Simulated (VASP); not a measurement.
Here is a VASP 6.6.1 calculation.

Contents of INCAR:

```
PREC     = Normal         # precision mode
ENCUT    = 520            # plane-wave cutoff, eV
EDIFF    = 1E-4           # SCF threshold, eV
ISMEAR   = 0              # smearing method
SIGMA    = 0.15           # smearing width, eV
LREAL    = False          # projectors in reciprocal space
LASPH    = True           # aspherical terms in the spheres
NELM     = 60             # most SCF steps
ALGO     = Fast           # electronic algorithm
ISIF     = 3              # what is computed and relaxed
LWAVE    = False          # write WAVECAR
LCHARG   = False          # write CHGCAR
GGA      = PE             # functional
IBRION   = 2              # ionic algorithm
NSW      = 24             # ionic steps
EDIFFG   = -0.08          # ionic threshold
```

KPOINTS

```
Automatic mesh
0
Gamma
  5 5 5
```

The input POSCAR:

```
Nb3B5
1.0
   -2.7613773800      2.7613773800      2.7613773800
    2.7613773800     -2.7613773800      2.7613773800
    2.7613773800      2.7613773800     -2.7613773800
Nb B
3 5
Direct
    0.0000000000      0.5000000000      0.5000000000
    0.5000000000      0.5000000000      0.0000000000
    0.5000000000      0.0000000000      0.5000000000
    0.0000000000      0.0000000000      0.0000000000
    0.0000000000      0.0000000000      0.5000000000
    0.0000000000      0.5000000000      0.0000000000
    0.5000000000      0.0000000000      0.0000000000
    0.5000000000      0.5000000000      0.5000000000
```

Potentials or basis: VASP PAW PBE potentials, release 64 (Nb_sv, B).

The run is started by

```sh
$ cat potpaw_PBE.64/Nb_sv/POTCAR potpaw_PBE.64/B/POTCAR > POTCAR
$ mpirun -np 1 vasp_std > vasp.out
```

**Question.** What does it give for the space group after relaxing (to 0.05 Å)?

**Answer.** Im-3m (No. 229).

**Question.** Predict the relaxed cell.

**Answer.** a = 4.825 Å, b = 4.825 Å, c = 4.825 Å, α = 109.47°, β = 109.47°, γ = 109.47°.

**Question.** Estimate the relaxed volume.

**Answer.** 10.81 Å³/atom.

**Question.** Estimate the band gap on the k mesh.

**Answer.** None (metal or under the smearing width).

Final structure:
```cif
data_structure
_symmetry_space_group_name_H-M 'P 1'
_symmetry_Int_Tables_number 1
_cell_length_a 4.8247
_cell_length_b 4.8247
_cell_length_c 4.8247
_cell_angle_alpha 109.471
_cell_angle_beta 109.471
_cell_angle_gamma 109.471
_cell_volume 86.45
loop_
_atom_site_label
_atom_site_type_symbol
_atom_site_fract_x
_atom_site_fract_y
_atom_site_fract_z
_atom_site_occupancy
Nb1 Nb 0.00000 0.50000 0.50000 1
Nb2 Nb 0.50000 0.50000 0.00000 1
Nb3 Nb 0.50000 0.00000 0.50000 1
B1 B 0.00000 0.00000 0.00000 1
B2 B 0.00000 0.00000 0.50000 1
B3 B 0.00000 0.50000 0.00000 1
B4 B 0.50000 0.00000 0.00000 1
B5 B 0.50000 0.50000 0.50000 1
```
